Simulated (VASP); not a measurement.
```
Be
1.0
    1.14500    -1.98320     0.00000
    1.14500     1.98320     0.00000
    0.00000     0.00000     3.58000
Be
2
Direct
  0.33333   0.66667   0.25000
  0.66667   0.33333   0.75000
```

The numbers are results of r2SCAN meta-GGA, VASP's PBE PAW potentials (set 64) (plane waves; VASP), not measurements. Settings: 520 eV cut-off, 16×16×9 Γ-centred mesh, first-order Methfessel-Paxton smearing of 0.10 eV, potentials Be.

Energy and stress use the plane-wave basis of the starting cell.

Question: The ions, cell shape and volume are relaxed. Predict the relaxed structure.

Answer: 
```
Be
1.0
    1.13301    -1.96244     0.00000
    1.13301     1.96244     0.00000
    0.00000     0.00000     3.56159
Be
2
Direct
  0.33333   0.66667   0.25000
  0.66667   0.33333   0.75000
```
Space group P6_3/mmc (194), at a tolerance of 0.03 Å.

Question: How do energy and volume change from the first to the last step?

Answer: The energy (σ→0) changes by -2.2 meV/atom and the volume by -2.6 %, in 5 ionic steps.

The compound is Be in the hcp structure. This run relaxes it. Symmetry was kept, so distortions that lower it aren't found.
